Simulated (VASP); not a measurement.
An input for Ansatz (written as the equivalent of a VASP run, and not itself run):

Ansatz 0.2 input:
```yaml
crystal:
  lattice:
    - [4.1594555, 0.0000000, 0.0000000]
    - [0.0000000, 4.1594555, 0.0000000]
    - [0.0000000, 0.0000000, 4.1594555]
  atoms:
    - { symbol: K, position: [0.0000000, 0.0000000, 0.0000000] }
    - { symbol: Bi, position: [0.5000000, 0.5000000, 0.5000000] }
    - { symbol: O, position: [0.5000000, 0.5000000, 0.0000000] }
    - { symbol: O, position: [0.0000000, 0.5000000, 0.5000000] }
    - { symbol: O, position: [0.5000000, 0.0000000, 0.5000000] }
kpoints:
  mp_grid: { grid: [7, 7, 7] }
hamiltonian:
  xc: lda
  pseudopotentials: { kind: paw }
scf:
  occupations: { method: methfessel_paxton, width: 0.1 }
  max_iter: 100
relax:
  max_steps: 30
  f_tol: 0.001
output: { forces: true, stress: true, eigenvalues: true }
```

Translate this input to VASP (INCAR, KPOINTS, POSCAR, choice of POTCAR).

This is not unique; one that fits is 
INCAR:
```
# general
SYSTEM =KBiO3
PREC   =Accurate
ENCUT  =520
LREAL  =.False.
LASPH  =.True.

# electronic loop
EDIFF  =1E-8
NELM   =100
ALGO   =Normal
LMAXMIX=4

# smearing
ISMEAR =1
SIGMA  =0.1

# ions
IBRION =1
NSW    =30
ISIF   =2
EDIFFG =-0.001

# output
LWAVE  =.False.
LCHARG =.False.
```

**POSCAR**
```
KBiO3
1.0
  4.1594554555   0.0000000000   0.0000000000
  0.0000000000   4.1594554555   0.0000000000
  0.0000000000   0.0000000000   4.1594554555
K Bi O
1 1 3
Cartesian
  0.0000000000   0.0000000000   0.0000000000
  2.0797277277   2.0797277277   2.0797277277
  2.0797277277   2.0797277277   0.0000000000
  0.0000000000   2.0797277277   2.0797277277
  2.0797277277   0.0000000000   2.0797277277
```

File KPOINTS:
```
Automatic mesh
0
Gamma
7 7 7
0 0 0
```

POTCAR, in this order: K_sv Bi_d O (LDA.64 set). Program: vasp_std.

What does not carry over: each code has its own PAW files, so the cut-off isn't converted (ENCUT is set for VASP's; basis.ecutwfc is left out, and Ansatz then takes the one that its files recommend); Ansatz stops its SCF on the density residual and VASP on the energy change (EDIFF); Ansatz's lda is the Perdew-Wang form, while the LDA potentials of VASP carry Perdew-Zunger's.

The structure comes from a computed database's KBiO3 entry (Pm-3m); how it stands against other phases isn't given here. It was relaxed first, which changed the volume by -8 %. The start is the result of an earlier pass.
